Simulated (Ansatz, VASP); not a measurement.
# Cross-check of Ga24Si17O70 (amorphous 41Ga2O3-59SiO2 (mol %)) between VASP and Ansatz, part 2 of 2

One calculation is typed for both programs; each brings its own data sets. How far apart do they land? Of the first pair: The structure shown is the start of the Ansatz relaxation below; VASP solves that cell, so the two are compared at the walk's first step.

VASP 6.6.1 and Ansatz 0.2.0.

So far. Step 3 (VASP: single point, PBE, start cell, pair 1): The run ends at a pressure of 12.13 GPa, with forces up to 1.4 eV/Å.

### Step 6. VASP: single point, PBE, relaxed atoms in a fixed cell, pair 2

Level of this step: PBE; plane waves and PAW (Ga_d, Si, O) (VASP).

The same cell, functional and mesh now go to VASP, with its own data sets.

INCAR reads:

```
SYSTEM = Ga24Si17O70
PREC = Accurate
ENCUT = 600
EDIFF = 1E-06
NELM = 120
ISMEAR = 0
SIGMA = 0.01
LREAL = Auto
ALGO = Normal
GGA = PE
NBANDS = 480
LORBIT = 11
LWAVE = .FALSE.
LCHARG = .FALSE.
ISIF = 2
LASPH = .TRUE.
GGA_COMPAT = .FALSE.
EFERMI = MIDGAP
NCORE = 4
```

POSCAR reads:

```
Ga24Si17O70
1.0
   10.8193000000     -0.2319400000      0.2845700000
   -0.2319400000     11.0405500000      0.1622900000
    0.2845700000      0.1622900000     11.0286000000
Ga Si O
24 17 70
Direct
    0.7129600000      0.9069400000      0.2847600000
    0.2658400000      0.8358300000      0.6932000000
    0.5297900000      0.2216600000      0.0002800000
    0.4424900000      0.9557300000      0.9771300000
    0.3509400000      0.8382100000      0.2792200000
    0.4370700000      0.5659200000      0.2864600000
    0.2470300000      0.7581100000      0.9859300000
    0.5058400000      0.0096900000      0.4711400000
    0.5844300000      0.5013300000      0.6818500000
    0.0506600000      0.6570100000      0.7566200000
    0.5129200000      0.7600500000      0.5232600000
    0.8522800000      0.7391700000      0.0682800000
    0.8520900000      0.2435800000      0.9690600000
    0.5760400000      0.7451700000      0.0847400000
    0.9706500000      0.0398500000      0.1100400000
    0.7099900000      0.4763100000      0.1350300000
    0.4980600000      0.7506500000      0.8051500000
    0.9789500000      0.4814600000      0.0354900000
    0.9231200000      0.9243400000      0.8472500000
    0.1457000000      0.0683500000      0.6305500000
    0.6742800000      0.9472100000      0.7208600000
    0.1984100000      0.0482300000      0.8816900000
    0.4577200000      0.0861700000      0.7448900000
    0.8752500000      0.4518200000      0.8006000000
    0.2530300000      0.4664500000      0.0968900000
    0.4950600000      0.5016300000      0.9545600000
    0.4560300000      0.0933100000      0.2451100000
    0.6755700000      0.6205900000      0.4012300000
    0.0613500000      0.4672700000      0.5403900000
    0.0944600000      0.8112300000      0.2354700000
[... 75 atom lines left out ...]
    0.7178100000      0.7691700000      0.1756100000
    0.9156600000      0.2134900000      0.1328700000
    0.4522600000      0.7234000000      0.2153100000
    0.8286400000      0.2863000000      0.7875500000
    0.4170800000      0.4717500000      0.6628900000
    0.5903100000      0.9365800000      0.0554900000
```

KPOINTS reads:

```
Automatic mesh
0
Gamma
1 1 1
0 0 0
```

The projector-augmented-wave data sets are Ga_d, Si and O (PBE family, release 64).

Started as:

```
mpirun -np 16 vasp_gam
```

Output:

```text
[... set-up lines as in an earlier step ...]
 entering main loop
       N       E                     dE             d eps       ncg     rms          rms(c)
DAV:   1     0.241441578696E+05    0.24144E+05   -0.31958E+05   976   0.314E+03
DAV:   2     0.557960965345E+04   -0.18565E+05   -0.17577E+05   960   0.982E+02
DAV:   3    -0.759645623691E+02   -0.56556E+04   -0.53047E+04  1320   0.391E+02
DAV:   4    -0.811424110610E+03   -0.73546E+03   -0.72415E+03  1288   0.149E+02
[...]
DAV:  19    -0.744225821883E+03   -0.26646E-06   -0.26520E-05  1088   0.157E-02    0.484E-03
DAV:  20    -0.744225820801E+03    0.10818E-05   -0.70038E-06  1096   0.166E-02    0.250E-03
DAV:  21    -0.744225820855E+03   -0.54002E-07   -0.36007E-06   824   0.820E-03
   1 F= -.74422582E+03 E0= -.74422582E+03  d E =0.000000E+00
```

Parts of OUTCAR (step 6):

```text
  Total       43.7078581     34.5038688     35.0518509     -0.2017893     -1.1493294      1.6553331
  in kB       53.2294022     42.0203686     42.6877260     -0.2457482     -1.3997052      2.0159394
  external PRESSURE =      45.9791656 kB  Pullay stress =       0.0000000 kB

 POSITION                                       TOTAL-FORCE (eV/Angst)
 -----------------------------------------------------------------------------------
      7.58441      9.89397      3.49058         0.009764      0.020140      0.024055
[...]
7.05352      3.86577      7.42650        -0.028611      0.053387      0.013280
     10.79979      5.57431      7.70285        -0.009302     -0.004544     -0.011443
      8.13020     10.27179     10.08697        -0.022094     -0.019171     -0.001834
      6.90607      8.37750      4.62395         0.010017      0.021857     -0.026398
     10.63616      6.15300     10.14176         0.009783      0.028407      0.014781
     10.61832      7.56903      3.15818         0.011362     -0.033848     -0.020229
      7.21226      8.43122      8.41813         0.012072     -0.009010     -0.015277
      2.27459      5.18866      6.34583         0.014178     -0.001515     -0.018291
      6.30781     10.09541      6.66859         0.020486      0.006817      0.021001
      3.41352      0.14489      8.12299         0.007393      0.005634     -0.019660
      0.94802      0.12270      8.58445        -0.023200     -0.015451     -0.010564
      3.93759      5.82521     11.05186        -0.006810     -0.014052      0.009307
[...]
-----------------------------------------------------------------------------------
    total drift:                                0.003364      0.028187     -0.001327

  FREE ENERGIE OF THE ION-ELECTRON SYSTEM (eV)
  ---------------------------------------------------
  free  energy   TOTEN  =      -744.2258208551 eV

  energy  without entropy=     -744.2258208551  energy(sigma->0) =     -744.22582086

[... 1 part as in an earlier step ...]

[... 2 further parts left out ...]
[key lines of the parts left out:]
E-fermi :   3.9439
```

The run ends at a pressure of 4.60 GPa, with forces up to 0.090 eV/Å.

### Step 7. Comparison

What differs besides the data sets and the points named for the pairs above, as far as they apply: the cutoff is 420 eV in Ansatz and 600 eV in VASP (PREC = Accurate, projectors in real space). Total energies have different zeros and are not compared.

Both answers:

```tsv
quantity	Ansatz	VASP	difference
pressure (GPa)	4.42	4.60	-0.17
gap on the k mesh (eV)	2.626	2.598	+0.027
```

Forces on 9 of the 111 atoms, those with the largest forces and the largest differences (eV/Å; atoms numbered as in POSCAR):

```tsv
atom	Ansatz x, y, z	VASP x, y, z
Ga4	0.020, 0.001, 0.011	-0.002, 0.010, 0.064
Ga7	-0.006, 0.001, 0.017	-0.035, -0.046, 0.036
Ga15	-0.004, 0.001, -0.010	0.037, -0.018, 0.037
Si28	0.016, 0.001, 0.007	0.060, -0.011, 0.028
Si37	0.020, 0.000, -0.003	0.051, -0.038, 0.027
Si38	0.006, -0.032, 0.007	0.032, -0.054, -0.003
Si40	-0.006, 0.016, 0.011	0.000, -0.023, -0.040
O86	-0.005, -0.005, 0.001	0.028, 0.027, -0.081
O110	0.027, 0.005, 0.010	0.044, 0.002, 0.061
```

The forces differ by 21 meV/Å r.m.s., which is 90.8 % of the r.m.s. force of 0.023 eV/Å (both taken over all components). A gap on the mesh is an upper bound, since the band edges may lie between its points.

### Step 8. What came out

| Quantity | Value |
| --- | --- |
| r.m.s. force difference (single point, PBE, start cell, pair 1) | 7.4 % of the r.m.s. force |
| r.m.s. force difference (single point, PBE, relaxed atoms in a fixed cell, pair 2) | 21 meV/Å |

What this shows: The r.m.s. force difference is 7.4 % of the r.m.s. force (single point, PBE, start cell, pair 1), beyond the 3 % picked in this series as the mark of a large difference. What causes the difference of the single point, PBE, start cell, pair 1 pair stays open here. What causes the difference of the single point, PBE, relaxed atoms in a fixed cell, pair 2 pair stays open here. Such differences can come from data sets, numerical settings and the points named under the comparisons, not from the functional's error against experiment.

[Lines on the potential files, build, host, timing and source positions are cut from VASP's logs without a mark.]

[Logs are printed without paths, hosts, clocks, repeated set-up lines and the standing remarks that a program may print on its own settings, such as how far it seeks lower states.]

[Hosts, paths, dates, database ids (printed as entryN), source tags and the programs' standing remarks are cut or masked in the printed files.]
